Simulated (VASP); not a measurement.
A run of VASP 6.6.1 is set up as follows.

File INCAR:

```
SYSTEM = B6As
  ALGO = Normal
  EDIFF = 1E-6
  EDIFFG = -0.01
  ENCUT = 600
  IBRION = 2
  ISIF = 3
  ISMEAR = 0
  KPAR = 4
  LASPH = .TRUE.
  LCHARG = .FALSE.
  LMIXTAU = .TRUE.
  LREAL = .FALSE.
  LWAVE = .FALSE.
  METAGGA = R2SCAN
  NELM = 80
  NSW = 90
  PREC = Accurate
  SIGMA = 0.03
```

KPOINTS

```
k-points
0
G
  6 6 6
  0 0 0
```

The input POSCAR:

```
B6As
1.0
    3.0684222178      1.7715543935      3.9649353976
   -3.0684222178      1.7715543935      3.9649353976
    0.0000000000     -3.5431087869      3.9649353976
B As
12 2
Direct
    0.0152897200      0.0152897200      0.3248784800
    0.0152897200      0.3248784800      0.0152897200
    0.8218557000      0.2724864900      0.8218557000
    0.8218557000      0.8218557000      0.2724864900
    0.2724864900      0.8218557000      0.8218557000
    0.7275135100      0.1781443000      0.1781443000
    0.1781443000      0.7275135100      0.1781443000
    0.1781443000      0.1781443000      0.7275135100
    0.9847102800      0.6751215200      0.9847102800
    0.9847102800      0.9847102800      0.6751215200
    0.6751215200      0.9847102800      0.9847102800
    0.3248784800      0.0152897200      0.0152897200
    0.6005523500      0.6005523500      0.6005523500
    0.3994476500      0.3994476500      0.3994476500
```

Potentials or basis: VASP PAW PBE potentials, release 64 (B, As).

The run is started by

```sh
$ cat potpaw_PBE.64/B/POTCAR potpaw_PBE.64/As/POTCAR > POTCAR
$ mpirun -np 4 vasp_std > vasp.out
```

Question: Predict the space group after relaxing (to 0.05 Å).

Answer: R-3m (No. 166).

Question: Estimate the relaxed cell.

Answer: a = 5.317 Å, b = 5.317 Å, c = 5.317 Å, α = 70.48°, β = 70.48°, γ = 70.48°.

Question: Estimate the relaxed volume.

Answer: 9.23 Å³/atom.

The path:
```csv
step,energy change (eV),largest force (eV/Å),pressure (GPa),volume (Å³)
1,0.0000,0.0262,-0.05,129.32
2,-0.0001,0.0090,0.01,129.27
```

Caveat: the PAW data sets were made with another functional, which shifts forces and pressure a little.
